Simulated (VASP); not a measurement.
Output of a VASP run:

### OSZICAR
```
       N       E                     dE             d eps       ncg     rms          rms(c)
DAV:   1     0.691332289775E+01    0.69133E+01   -0.46097E+03   936   0.819E+02
DAV:   2    -0.132241805415E+02   -0.20138E+02   -0.19722E+02   904   0.125E+02
DAV:   3    -0.134682100194E+02   -0.24403E+00   -0.24403E+00  1040   0.146E+01
DAV:   4    -0.134685519289E+02   -0.34191E-03   -0.34191E-03   984   0.485E-01
DAV:   5    -0.134685520091E+02   -0.80193E-07   -0.80193E-07   976   0.710E-03    0.719E+00
DAV:   6    -0.119336644661E+02    0.15349E+01   -0.10207E+01   752   0.223E+01    0.230E+00
DAV:   7    -0.119183596139E+02    0.15305E-01   -0.50026E-02   792   0.263E+00    0.132E+00
DAV:   8    -0.119127275935E+02    0.56320E-02   -0.25407E-02   776   0.240E+00    0.160E-01
DAV:   9    -0.119126268818E+02    0.10071E-03   -0.40002E-04  1024   0.178E-01    0.760E-02
DAV:  10    -0.119127372323E+02   -0.11035E-03   -0.14054E-04   784   0.124E-01    0.536E-03
DAV:  11    -0.119127374186E+02   -0.18623E-06   -0.93139E-07   960   0.868E-03
   1 F= -.11912737E+02 E0= -.11912737E+02  d E =-.119127E+02
```

File OUTCAR:
```
------------------------ aborting loop because EDIFF is reached ----------------------------------------
  FORCE on cell =-STRESS in cart. coord.  units (eV):
  Direction    XX          YY          ZZ          XY          YZ          ZX
  --------------------------------------------------------------------------------------
  Total        0.0106510      0.0106510      0.0106510     -0.0000000     -0.0000000     -0.0000000
  in kB        0.8932957      0.8932957      0.8932957     -0.0000000     -0.0000000     -0.0000000
  external PRESSURE =       0.8932957 kB  Pullay stress =       0.0000000 kB
  volume of cell :       19.10
      direct lattice vectors                 reciprocal lattice vectors
     0.000000000  2.121739754  2.121739754    -0.235655668  0.235655668  0.235655668
     2.121739754  0.000000000  2.121739754     0.235655668 -0.235655668  0.235655668
     2.121739754  2.121739754  0.000000000     0.235655668  0.235655668 -0.235655668
  FREE ENERGIE OF THE ION-ELECTRON SYSTEM (eV)
  ---------------------------------------------------
  free  energy   TOTEN  =       -11.9127374186 eV

  energy  without entropy=      -11.9127374186  energy(sigma->0) =      -11.91273742

 reached required accuracy - stopping structural energy minimisation
```
(Selected blocks of OUTCAR.)

### POSCAR
```
MgO
1
   -0.0000000000     2.1217397540     2.1217397540
    2.1217397540    -0.0000000000     2.1217397540
    2.1217397540     2.1217397540     0.0000000000
Mg O
1 1
Direct
  0.0000000000   0.0000000000   0.0000000000
  0.5000000000   0.5000000000   0.5000000000
```

Task: Write an INCAR and KPOINTS that could have produced this output.

Result: This is not unique; one that fits is the input of the run itself, PBE GGA, plane waves, VASP's PBE PAW potentials (set 64).

### KPOINTS
```
K-points
0
G
10 10 10
0 0 0
```

**INCAR**
```
ISMEAR = 0
LREAL = F   ! projection in real space or not
LASPH = T   ! aspherical one-centre terms
EDIFFG = -0.01   ! ionic stop
NSW = 60   ! most ionic steps
NELM = 100   ! most electronic steps
ENCUT = 480   ! plane-wave cut-off (eV)
ALGO = Normal   ! blocked Davidson
SIGMA = 0.05   ! width (eV)
ISIF = 3   ! ions, shape and volume
LWAVE = F
SYSTEM = MgO
LCHARG = F
EDIFF = 1E-6
PREC = Accurate
GGA = PE   ! PBE
IBRION = 2   ! conjugate gradients
```

POTCAR, in this order: Mg O (PBE.64 set). Program: vasp_std.

The compound is MgO in the rock salt structure. It was relaxed first. The start is the result of an earlier pass.
